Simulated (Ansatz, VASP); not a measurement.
## Ca3ZrBC3 in VASP and in Ansatz

```
CELL_PARAMETERS angstrom
5.08618 0.00000 0.00000
0.00000 5.08618 0.00000
0.00000 0.00000 5.08618
ATOMIC_POSITIONS crystal
Ca 0.50000 0.00000 0.00000
Ca 0.00000 0.50000 0.00000
Ca 0.00000 0.00000 0.50000
Zr 0.50000 0.50000 0.50000
B 0.00000 0.00000 0.00000
C 0.00000 0.50000 0.50000
C 0.50000 0.00000 0.50000
C 0.50000 0.50000 0.00000
```

Alike in both runs: functional PBE; k mesh 8 × 8 × 8; occupations gaussian, width 0.1 eV; no spin polarisation.

Ansatz relaxed the structure, and its values are those at the end. VASP's run is a single point on that final structure, the one shown.

```csv
,VASP,Ansatz
version,VASP 6.6.1,Ansatz 0.2.0
potentials or method,"VASP PAW PBE potentials, release 64 (Ca_sv, Zr_sv, B, C)","scalar-relativistic, plane waves, PAW"
plane-wave cutoff (eV),520,420
valence electrons in the cell,57,57
```

|  | VASP | Ansatz | Ansatz less VASP |
| --- | --- | --- | --- |
| gap on the k mesh at the Fermi level (eV) | none | none | - |
| pressure (GPa) | 0.2 | 0.0 | -0.25 |

A gap of «none» marks a metal or a gap that the smearing closes. With one functional, cell and mesh, what is left measures potentials, basis and numerics.
